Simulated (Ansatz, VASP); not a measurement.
**NaBiH6 in VASP and in Ansatz**

```
Na Bi H
1.0
     0.00000    4.45978    4.45978
     4.45978    0.00000    4.45978
     4.45978    4.45978    0.00000
Na Bi H
1 1 6
Direct
  0.00000 0.00000 0.00000
  0.50000 0.50000 0.50000
  0.74325 0.25675 0.25675
  0.25675 0.74325 0.25675
  0.25675 0.25675 0.74325
  0.25675 0.74325 0.74325
  0.74325 0.25675 0.74325
  0.74325 0.74325 0.25675
```

Alike in both runs: task single point; functional PBE; k mesh 4 × 4 × 4; occupations gaussian, width 0.1 eV; no spin polarisation.

|  | VASP | Ansatz |
| --- | --- | --- |
| version | VASP 6.6.1 | Ansatz 0.2.0 |
| potentials or method | VASP PAW PBE potentials, release 64 (Na_pv, Bi_d, H) | scalar-relativistic, plane waves, PAW |
| plane-wave cutoff (eV) | 520 | 420 |
| valence electrons in the cell | 28 | 30 |

VASP gave:

```
gap on the k mesh at the Fermi level (eV) : none
pressure (GPa)                            : -5.0
rms of the force components (eV/Å)        : 0.604
```

**Question.** What did Ansatz give for the same quantities?

**Answer.** gap on the k mesh at the Fermi level (eV): none; pressure (GPa): -5.0; rms of the force components (eV/Å): 0.606.

Atom by atom the forces differ by 0.002 eV/Å (rms over components). A gap of «none» marks a metal or a gap that the smearing closes. The two sets of potentials don't hold the same shells in valence.

Caveats: spin-orbit coupling is left out, which moves the levels of the heavy elements; forces of over 1 eV/Å show positions far from the minimum, so gaps and moduli don't describe the material at rest.
